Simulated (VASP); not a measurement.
Data:

```
Na2S
1.0
    0.00000     3.26132     3.26132
    3.26132     0.00000     3.26132
    3.26132     3.26132     0.00000
Na S
2 1
Direct
  0.25000   0.25000   0.25000
  0.75000   0.75000   0.75000
  0.00000   0.00000   0.00000
```

Method: optB88-vdW, VASP's PBE PAW potentials (set 64) (plane waves; VASP 6.6.1). Numerical set-up: 520 eV cut-off, Gaussian smearing of 0.050 eV, potentials Na_pv S.

Q: Give the energies of bands 8 to 13 at the high-symmetry points, in eV from the valence-band maximum.

A: 
| band | Γ | X | U | L | W |
|---|---|---|---|---|---|
| 8 | 0.00 | -1.48 | -1.23 | -1.66 | -1.02 |
| 9 | 0.00 | -0.46 | -0.93 | -0.13 | -1.02 |
| 10 | 0.00 | -0.46 | -0.35 | -0.13 | -0.58 |
| 11 | 2.49 | 3.84 | 4.55 | 4.80 | 4.82 |
| 12 | 7.79 | 6.04 | 6.45 | 6.49 | 7.25 |
| 13 | 7.79 | 8.49 | 7.89 | 7.15 | 7.25 |

The gap is direct, 2.49 eV, from the valence maximum at Γ to the conduction minimum at Γ.

The compound is Na2S in the antifluorite structure. It was relaxed first.
